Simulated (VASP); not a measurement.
OSZICAR of a VASP run on KF (rock salt):

### OSZICAR
```
       N       E                     dE             d eps       ncg     rms          rms(c)
DAV:   1     0.119793501161E+03    0.11979E+03   -0.84884E+03   696   0.130E+03
DAV:   2    -0.131513424879E+01   -0.12111E+03   -0.11152E+03   908   0.327E+02
DAV:   3    -0.598250707005E+01   -0.46674E+01   -0.46466E+01   876   0.609E+01
DAV:   4    -0.611509521339E+01   -0.13259E+00   -0.13252E+00  1060   0.857E+00
DAV:   5    -0.611616921937E+01   -0.10740E-02   -0.10740E-02   888   0.941E-01    0.632E+00
DAV:   6    -0.489091942656E+01    0.12252E+01   -0.42945E+00   748   0.184E+01    0.409E+00
DAV:   7    -0.485463991537E+01    0.36280E-01   -0.12582E-01   956   0.316E+00    0.249E+00
DAV:   8    -0.483834107504E+01    0.16299E-01   -0.54559E-02   740   0.272E+00    0.206E-01
DAV:   9    -0.483912168428E+01   -0.78061E-03   -0.57430E-03  1000   0.621E-01    0.111E-01
DAV:  10    -0.483932261543E+01   -0.20093E-03   -0.65685E-04   804   0.266E-01    0.527E-02
DAV:  11    -0.483937829251E+01   -0.55677E-04   -0.17352E-04   784   0.115E-01    0.199E-02
DAV:  12    -0.483936759727E+01    0.10695E-04   -0.53090E-05   876   0.616E-02    0.577E-03
DAV:  13    -0.483936692297E+01    0.67430E-06   -0.20872E-06   768   0.154E-02
   1 F= -.48393669E+01 E0= -.48393669E+01  d E =-.483937E+01
       N       E                     dE             d eps       ncg     rms          rms(c)
DAV:   1    -0.484110980614E+01   -0.17422E-02   -0.31827E-02   780   0.205E+00    0.310E-01
DAV:   2    -0.483966964938E+01    0.14402E-02   -0.62112E-03   800   0.776E-01    0.800E-02
DAV:   3    -0.483950843036E+01    0.16122E-03   -0.30537E-04  1016   0.195E-01    0.573E-02
DAV:   4    -0.483948515850E+01    0.23272E-04   -0.93682E-05  1236   0.789E-02    0.484E-02
DAV:   5    -0.483949162789E+01   -0.64694E-05   -0.80654E-06  1076   0.195E-02    0.707E-03
DAV:   6    -0.483949295895E+01   -0.13311E-05   -0.29750E-06  1104   0.135E-02    0.180E-03
DAV:   7    -0.483949324593E+01   -0.28698E-06   -0.77330E-08   432   0.307E-03
   2 F= -.48394932E+01 E0= -.48394932E+01  d E =-.126323E-03
       N       E                     dE             d eps       ncg     rms          rms(c)
DAV:   1    -0.483990284597E+01   -0.40989E-03   -0.74590E-03   792   0.993E-01    0.150E-01
DAV:   2    -0.483956416339E+01    0.33868E-03   -0.14586E-03   800   0.376E-01    0.387E-02
DAV:   3    -0.483952597895E+01    0.38184E-04   -0.71747E-05  1012   0.947E-02    0.280E-02
DAV:   4    -0.483952076737E+01    0.52116E-05   -0.22046E-05  1240   0.383E-02    0.236E-02
DAV:   5    -0.483952288868E+01   -0.21213E-05   -0.18310E-06   952   0.933E-03    0.355E-03
DAV:   6    -0.483952337913E+01   -0.49046E-06   -0.41369E-07   512   0.696E-03
   3 F= -.48395234E+01 E0= -.48395234E+01  d E =-.156456E-03
```

### Question
Which electronic solver shows in the log?

### Answer
It is blocked Davidson (ALGO = Normal, or the opening steps of other solvers). The INCAR had ALGO = Normal.

### Question
Can the final energy be trusted as converged?

### Answer
The calculation finished and met its thresholds. It stopped with EDIFF = 1E-6, NELM = 100, NSW = 60 and EDIFFG = -0.01 after 3 ionic steps (rev-vdW-DF2, plane waves, VASP's PBE PAW potentials (set 64)).

The compound is KF in the rock salt structure. This run relaxes it. Symmetry was kept, so distortions that lower it aren't found.
